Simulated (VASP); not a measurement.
An input for Quantum ESPRESSO's pw.x (written as the equivalent of a VASP run, and not itself run):

```
&CONTROL
  calculation = 'vc-relax'
  pseudo_dir = './pseudo'
  outdir = './out'
  tprnfor = .true.
  tstress = .true.
  nstep = 50
  forc_conv_thr = 0.00039
/
&SYSTEM
  ibrav = 0
  nat = 6
  ntyp = 2
  ecutwfc = 94
  occupations = 'smearing'
  smearing = 'fermi-dirac'
  degauss = 0.00735
  input_dft = 'pbe'
  nspin = 2
  starting_magnetization(1) = 0.3
/
&ELECTRONS
  conv_thr = 7.3e-08
  electron_maxstep = 100
/
&IONS
/
&CELL
/
ATOMIC_SPECIES
  Cr 51.996 Cr.upf
  B 10.810 B.upf
CELL_PARAMETERS angstrom
     5.0116590    0.0000000    0.0000000
    -2.5058300    4.3402240    0.0000000
     0.0000000    0.0000000    4.0439790
ATOMIC_POSITIONS crystal
  Cr   0.5000000  0.0000000  0.0000000
  Cr   0.5000000  0.5000000  0.0000000
  Cr   0.0000000  0.5000000  0.0000000
  B    0.0000000  0.0000000  0.0000000
  B    0.3333330  0.6666670  0.5000000
  B    0.6666670  0.3333330  0.5000000
K_POINTS automatic
  3 3 4 0 0 0
```

### Question
Translate this input to VASP (INCAR, KPOINTS, POSCAR, choice of POTCAR).

### Answer
This is not unique; one that fits is 
File POSCAR:
```
CrB
1.0
  5.0116590000   0.0000000000   0.0000000000
 -2.5058300000   4.3402240000   0.0000000000
  0.0000000000   0.0000000000   4.0439790000
Cr B
3 3
direct
  0.5000000000   0.0000000000   0.0000000000
  0.5000000000   0.5000000000   0.0000000000
  0.0000000000   0.5000000000   0.0000000000
  0.0000000000   0.0000000000   0.0000000000
  0.3333330000   0.6666670000   0.5000000000
  0.6666670000   0.3333330000   0.5000000000
```

INCAR:
```
# general
SYSTEM  = CrB
PREC    = Accurate
ENCUT   = 400
LREAL   = .FALSE.
LASPH   = .TRUE.

# electronic loop
EDIFF   = 1E-6
NELM    = 100   # most electronic steps
ALGO    = Normal   # blocked Davidson
LMAXMIX = 4

# smearing
ISMEAR  = -1
SIGMA   = 0.1

# functional
GGA     = PE   # PBE

# spin
ISPIN   = 2   # spin-polarised
MAGMOM  = 3*3.0 3*0.0

# ions
IBRION  = 2
NSW     = 50
ISIF    = 3   # ions, shape and volume
EDIFFG  = -0.01   # ionic stop

# output
LWAVE   = .FALSE.
LCHARG  = .FALSE.
LORBIT  = 11   # lm-projected
```

File KPOINTS:
```
Automatic mesh
0
Gamma
3 3 4
0 0 0
```

POTCAR, in this order: Cr_pv B (PBE.64 set). Program: vasp_std.

The two are equivalent in intent, not identical: the potentials are each code's own (VASP's PAW set, PseudoDojo norm-conserving files in pw.x), so ENCUT and ecutwfc are chosen apart and not converted; conv_thr bounds pw.x's estimated SCF error, while EDIFF bounds the energy change between steps; starting_magnetization is a fraction of the valence charge and MAGMOM a moment in μB, so they match only roughly; forc_conv_thr acts on force components and is met together with etot_conv_thr.

The structure was generated: CrB was put into an ordered model structure, which need not be its known phase. This run relaxes it. Symmetry was kept, so distortions that lower it aren't found. The k-mesh is coarse (spacing up to 0.52 per Å, 2π included), so the numbers may not be converged in it. The run is one of a series of settings (EDIFFG = -0.01, IBRION = 2, ISIF = 3, NSW = 50 against the base run), some of them coarse on purpose.
